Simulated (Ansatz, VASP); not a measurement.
## NbRu: VASP beside Ansatz

```
Nb Ru
1.0
     3.00461    0.00000    0.00000
     0.00000    3.00461    0.00000
     0.00000    0.00000    3.36469
Nb Ru
1 1
Cartesian
  0.0000 0.0000 0.0000
  1.5023 1.5023 1.6823
```

Alike in both runs: functional LDA; k mesh 14 × 14 × 12; occupations gaussian, width 0.1 eV; no spin polarisation.

Ansatz relaxed the structure, and its values are those at the end. VASP's run is a single point on that final structure, the one shown.

|  | VASP | Ansatz |
| --- | --- | --- |
| version | VASP 6.6.1 | Ansatz 0.2.0 |
| potentials or method | VASP PAW LDA potentials, release 64 (Nb_sv, Ru_pv) | scalar-relativistic, plane waves, PAW |
| plane-wave cutoff (eV) | 520 | 420 |
| valence electrons in the cell | 27 | 29 |

|  | VASP | Ansatz | Ansatz less VASP |
| --- | --- | --- | --- |
| gap on the k mesh at the Fermi level (eV) | none | none | - |
| pressure (GPa) | 0.3 | 0.0 | -0.32 |

A gap of «none» marks a metal or a gap that the smearing closes. The two sets of potentials don't hold the same shells in valence.
